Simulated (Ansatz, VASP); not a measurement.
# CsBaSi in two plane-wave programs, part 3 of 3

Wanted: the spread between two codes on one cell, functional and k mesh. The cell is generated by rule, not measured, and may not be a known phase. The cell is taken from a series of runs on this material, whose earlier steps may have relaxed, scaled, displaced or heated it; both programs get it as it stands.

VASP 6.6.1 and Ansatz 0.2.0.

So far: Starting point; Ansatz: zone-centre phonons, PBEsol; VASP: zone-centre phonons, PBEsol.

### Step 3. VASP: zone-centre phonons, PBEsol (continued)

Level of this step: PBEsol; plane waves and PAW (Ba_sv, Cs_sv, Si); invented cell (VASP).

Numbers of over 12 decimals in the logs are rounded to 6 here.

Parts of OUTCAR (step 3):

```text
ion  position               nearest neighbor table
   1  0.500  0.000  0.500-   6 3.26   5 3.26   6 3.26   5 3.26   4 3.83   3 3.83   2 4.26   2 4.26
                             2 4.26   2 4.26
   2  0.000  0.500  0.500-   6 3.26   5 3.26   6 3.26   5 3.26   4 3.83   3 3.83   1 4.26   1 4.26
                             1 4.26   1 4.26
   3  0.750  0.250  0.500-   1 3.83   2 3.83
   4  0.250  0.750  0.500-   1 3.83   2 3.83
   5  0.920  0.920  0.000-   6 2.46   2 3.26   1 3.26   1 3.26   2 3.26
   6  0.080  0.080  0.000-   5 2.46   2 3.26   1 3.26   2 3.26   1 3.26

  LATTYP: Found a body centered tetragonal cell.
 ALAT       =     6.0310178350
 C/A-ratio  =     2.5432846771

 Subroutine GETGRP returns: Found 16 space group operations
 (whereof 16 operations were pure point group operations)

The static configuration has the point symmetry D_4h.

 Found     59 irreducible k-points:

   k-points           NKPTS =     59   k-points in BZ     NKDIM =     59   number of bands    NBANDS=     29

   dimension x,y,z NGX =    64 NGY =   64 NGZ =   64
   dimension x,y,z NGXF=   128 NGYF=  128 NGZF=  128

   ENCUT  =  500.0 eV  36.75 Ry    6.06 a.u.  16.00 16.00 16.00*2*pi/ulx,y,z

   NELECT =      46.0000    total number of electrons

 k-points in reciprocal lattice and weights: Automatic mesh
   0.00000000  0.00000000  0.00000000       0.002
   0.12500000  0.00000000  0.00000000       0.016
   0.25000000  0.00000000  0.00000000       0.016
   0.37500000  0.00000000  0.00000000       0.016
   0.50000000  0.00000000  0.00000000       0.008
   0.12500000  0.12500000  0.00000000       0.016
   0.25000000  0.12500000  0.00000000       0.031
   0.37500000  0.12500000  0.00000000       0.031
   0.50000000  0.12500000 -0.00000000       0.031
[...]
-0.37500000 -0.37500000  0.37500000       0.004
   0.50000000  0.50000000  0.50000000       0.002

 average (electrostatic) potential at core
       1 -37.8834       2 -37.8834       3 -50.4124       4 -50.4124       5 -86.1180
       6 -86.1180

[...]
3.01551      0.00000      0.00000         0.000000      0.000000     -0.000000
      0.00000      3.01551      3.83465         0.000000      0.000000     -0.000000
      3.01551      0.00000      3.83465         0.000000      0.000000     -0.000000
      0.00000      0.00000     14.10863        -0.000000     -0.000000     -0.038466
      0.00000      0.00000      1.22997        -0.000000     -0.000000      0.038466
 -----------------------------------------------------------------------------------
    total drift:                               -0.000000      0.000000      0.000000

 Eigenvectors and eigenvalues of the dynamical matrix
 ----------------------------------------------------

   1 f  =    8.703900 THz    54.688216 2PiTHz  290.330852 cm-1    35.996422 meV
             X         Y         Z           dx          dy          dz
      0.000000  3.015509  0.000000     0.000000    0.000000   -0.000000
      3.015509  0.000000  0.000000    -0.000000   -0.000000   -0.000000
      0.000000  3.015509  3.834649    -0.000000   -0.000000    0.000000
      3.015509  0.000000  3.834649     0.000000    0.000000    0.000000
      0.000000  0.000000 14.108627    -0.000000    0.000000   -0.707107
      0.000000  0.000000  1.229968     0.000000   -0.000000    0.707107

   2 f  =    5.450493 THz    34.246457 2PiTHz  181.808872 cm-1    22.541417 meV
             X         Y         Z           dx          dy          dz
      0.000000  3.015509  0.000000     0.000000   -0.000000    0.000000
      3.015509  0.000000  0.000000    -0.000000    0.000000    0.000000
      0.000000  3.015509  3.834649    -0.023159    0.001230    0.000000
      3.015509  0.000000  3.834649     0.023159   -0.001230   -0.000000
      0.000000  0.000000 14.108627    -0.705731   -0.037491   -0.000000
      0.000000  0.000000  1.229968     0.705731    0.037491   -0.000000

   3 f  =    5.450493 THz    34.246457 2PiTHz  181.808872 cm-1    22.541417 meV
             X         Y         Z           dx          dy          dz
      0.000000  3.015509  0.000000    -0.000000   -0.000000    0.000000
      3.015509  0.000000  0.000000     0.000000    0.000000   -0.000000
      0.000000  3.015509  3.834649    -0.001230   -0.023159    0.000000
      3.015509  0.000000  3.834649     0.001230    0.023159    0.000000
      0.000000  0.000000 14.108627    -0.037491    0.705731   -0.000000
      0.000000  0.000000  1.229968     0.037491   -0.705731   -0.000000

   4 f  =    5.067789 THz    31.841860 2PiTHz  169.043259 cm-1    20.958684 meV
             X         Y         Z           dx          dy          dz
      0.000000  3.015509  0.000000     0.090478   -0.065194    0.000000
      3.015509  0.000000  0.000000    -0.570603    0.010338    0.000000
      0.000000  3.015509  3.834649    -0.019118   -0.002184    0.000000
      3.015509  0.000000  3.834649    -0.019118   -0.002184    0.000000
      0.000000  0.000000 14.108627     0.571231    0.065265   -0.000000
      0.000000  0.000000  1.229968     0.571231    0.065265   -0.000000

   5 f  =    5.067789 THz    31.841860 2PiTHz  169.043259 cm-1    20.958684 meV
             X         Y         Z           dx          dy          dz
      0.000000  3.015509  0.000000    -0.010338   -0.570603   -0.000000
      3.015509  0.000000  0.000000     0.065194    0.090478   -0.000000
      0.000000  3.015509  3.834649     0.002184   -0.019118   -0.000000
      3.015509  0.000000  3.834649     0.002184   -0.019118   -0.000000
      0.000000  0.000000 14.108627    -0.065265    0.571231    0.000000
      0.000000  0.000000  1.229968    -0.065265    0.571231    0.000000

   6 f  =    4.708076 THz    29.581712 2PiTHz  157.044501 cm-1    19.471028 meV
             X         Y         Z           dx          dy          dz
      0.000000  3.015509  0.000000    -0.000000   -0.000000    0.256229
      3.015509  0.000000  0.000000     0.000000    0.000000    0.256229
      0.000000  3.015509  3.834649     0.000000   -0.000000    0.042134
      3.015509  0.000000  3.834649     0.000000   -0.000000    0.042134
      0.000000  0.000000 14.108627    -0.000000    0.000000   -0.657702
      0.000000  0.000000  1.229968    -0.000000    0.000000   -0.657702

   7 f  =    2.232148 THz    14.025002 2PiTHz   74.456454 cm-1     9.231420 meV
             X         Y         Z           dx          dy          dz
      0.000000  3.015509  0.000000     0.000000   -0.000000   -0.707107
      3.015509  0.000000  0.000000    -0.000000    0.000000    0.707107
      0.000000  3.015509  3.834649     0.000000   -0.000000   -0.000000
      3.015509  0.000000  3.834649    -0.000000    0.000000    0.000000
      0.000000  0.000000 14.108627    -0.000000   -0.000000   -0.000000
      0.000000  0.000000  1.229968    -0.000000   -0.000000   -0.000000

   8 f  =    2.221075 THz    13.955429 2PiTHz   74.087103 cm-1     9.185626 meV
             X         Y         Z           dx          dy          dz
      0.000000  3.015509  0.000000     0.000000   -0.000000   -0.451054
      3.015509  0.000000  0.000000    -0.000000    0.000000   -0.451054
      0.000000  3.015509  3.834649     0.000000    0.000000    0.525713
      3.015509  0.000000  3.834649     0.000000    0.000000    0.525713
      0.000000  0.000000 14.108627    -0.000000   -0.000000   -0.142044
      0.000000  0.000000  1.229968     0.000000   -0.000000   -0.142044

   9 f  =    1.593419 THz    10.011748 2PiTHz   53.150742 cm-1     6.589849 meV
             X         Y         Z           dx          dy          dz
      0.000000  3.015509  0.000000     0.594370   -0.113923    0.000000
      3.015509  0.000000  0.000000    -0.584073    0.115931   -0.000000
      0.000000  3.015509  3.834649     0.152023    0.029652   -0.000000
      3.015509  0.000000  3.834649     0.152023    0.029652    0.000000
      0.000000  0.000000 14.108627    -0.333700   -0.065088   -0.000000
      0.000000  0.000000  1.229968    -0.333700   -0.065088   -0.000000

  10 f  =    1.593419 THz    10.011748 2PiTHz   53.150742 cm-1     6.589849 meV
             X         Y         Z           dx          dy          dz
      0.000000  3.015509  0.000000     0.115931    0.584073   -0.000000
      3.015509  0.000000  0.000000    -0.113923   -0.594370   -0.000000
      0.000000  3.015509  3.834649     0.029652   -0.152023   -0.000000
      3.015509  0.000000  3.834649     0.029652   -0.152023    0.000000
      0.000000  0.000000 14.108627    -0.065088    0.333700   -0.000000
      0.000000  0.000000  1.229968    -0.065088    0.333700   -0.000000

  11 f  =    1.452863 THz     9.128607 2PiTHz   48.462293 cm-1     6.008556 meV
             X         Y         Z           dx          dy          dz
      0.000000  3.015509  0.000000     0.000000    0.000000   -0.000000
      3.015509  0.000000  0.000000    -0.000000    0.000000    0.000000
      0.000000  3.015509  3.834649     0.000000   -0.000000    0.707107
      3.015509  0.000000  3.834649    -0.000000   -0.000000   -0.707107
      0.000000  0.000000 14.108627    -0.000000    0.000000    0.000000
      0.000000  0.000000  1.229968    -0.000000    0.000000    0.000000

  12 f  =    1.306476 THz     8.208828 2PiTHz   43.579334 cm-1     5.403146 meV
             X         Y         Z           dx          dy          dz
      0.000000  3.015509  0.000000    -0.000000   -0.000000    0.000000
      3.015509  0.000000  0.000000     0.000000   -0.000000   -0.000000
      0.000000  3.015509  3.834649     0.403101   -0.580493   -0.000000
      3.015509  0.000000  3.834649    -0.403101    0.580493    0.000000
      0.000000  0.000000 14.108627    -0.013228   -0.019050    0.000000
      0.000000  0.000000  1.229968     0.013228    0.019050   -0.000000

  13 f  =    1.306476 THz     8.208828 2PiTHz   43.579334 cm-1     5.403146 meV
             X         Y         Z           dx          dy          dz
      0.000000  3.015509  0.000000     0.000000    0.000000   -0.000000
      3.015509  0.000000  0.000000    -0.000000   -0.000000    0.000000
      0.000000  3.015509  3.834649    -0.580493   -0.403101    0.000000
      3.015509  0.000000  3.834649     0.580493    0.403101   -0.000000
      0.000000  0.000000 14.108627     0.019050   -0.013228   -0.000000
      0.000000  0.000000  1.229968    -0.019050    0.013228   -0.000000
    [... 43 further lines ...]
      0.000000  0.000000 14.108627    -0.203610    0.087167    0.000000
      0.000000  0.000000  1.229968    -0.203610    0.087167    0.000000

 ELASTIC MODULI CONTR FROM IONIC RELAXATION (kBar)
 Direction    XX          YY          ZZ          XY          YZ          ZX
 --------------------------------------------------------------------------------
 XX         -15.8248    -14.3943    -32.2651      0.0000     -0.0000     -0.0000
 YY         -14.3943    -15.8248    -32.2651      0.0000      0.0000      0.0000
 ZZ         -32.2651    -32.2651    -68.8992      0.0000      0.0000      0.0000
 XY           0.0000      0.0000      0.0000      0.0000      0.0000      0.0000
 YZ          -0.0000      0.0000      0.0000      0.0000    -56.9674      0.0000
 ZX          -0.0000      0.0000      0.0000      0.0000      0.0000    -55.7486
 --------------------------------------------------------------------------------
```

Harder data sets than Ba_sv exist (the GW ones), and pressures, volumes and forces can shift noticeably with them.

### Step 4. Side by side

Known differences besides the potentials themselves: the cutoff is 420 eV in Ansatz and 500 eV in VASP; Ansatz makes its cores anew for this functional, VASP keeps those of its PBE data sets. Total energies have different zeros and are not compared.

The two programs side by side:

| quantity | Ansatz | VASP | difference |
| --- | --- | --- | --- |
| optical mode 1 to 2 (cm⁻¹) | 10.9 | 11.0 | -0.1 |
| optical mode 3 to 4 (cm⁻¹) | 43.0 | 43.6 | -0.6 |
| optical mode 5 (cm⁻¹) | 47.0 | 48.5 | -1.5 |
| optical mode 6 to 7 (cm⁻¹) | 54.0 | 53.2 | +1.54 % |
| optical mode 8 (cm⁻¹) | 72.2 | 74.1 | -2.57 % |
| optical mode 9 (cm⁻¹) | 73.4 | 74.5 | -1.37 % |
| optical mode 10 (cm⁻¹) | 155.5 | 157.0 | -1.01 % |
| optical mode 11 to 12 (cm⁻¹) | 162.3 | 169.0 | -3.98 % |
| optical mode 13 to 14 (cm⁻¹) | 178.2 | 181.8 | -1.96 % |
| optical mode 15 (cm⁻¹) | 289.2 | 290.3 | -0.39 % |

Modes are paired by rising frequency, not by their patterns, so a pair may set unlike modes beside each other; they are those without the splitting of longitudinal modes.

### Step 5. What came out

| Item | Value |
| --- | --- |
| r.m.s. difference of the optical zone-centre modes, each program's sorted by frequency (zone-centre phonons, PBEsol) | 2.9 cm⁻¹ |
| difference in optical mode 11 to 12 (zone-centre phonons, PBEsol) | -4.0 % |

**Reading.** The r.m.s. difference of the optical zone-centre modes, each program's sorted by frequency is 2.9 cm⁻¹ (zone-centre phonons, PBEsol). Among the rows given in per cent, the largest difference of the zone-centre phonons, PBEsol pair is in optical mode 11 to 12, -4.0 %. Such differences can come from data sets, numerical settings and the points named under the comparisons, not from the functional's error against experiment.

[Lines on the potential files, build, host, timing and source positions are cut from VASP's logs without a mark.]

[Logs are printed without paths, hosts, clocks, repeated set-up lines and the standing remarks that a program may print on its own settings, such as how far it seeks lower states.]

[Hosts, paths, dates, database ids (printed as entryN), source tags and the programs' standing remarks are cut or masked in the printed files.]
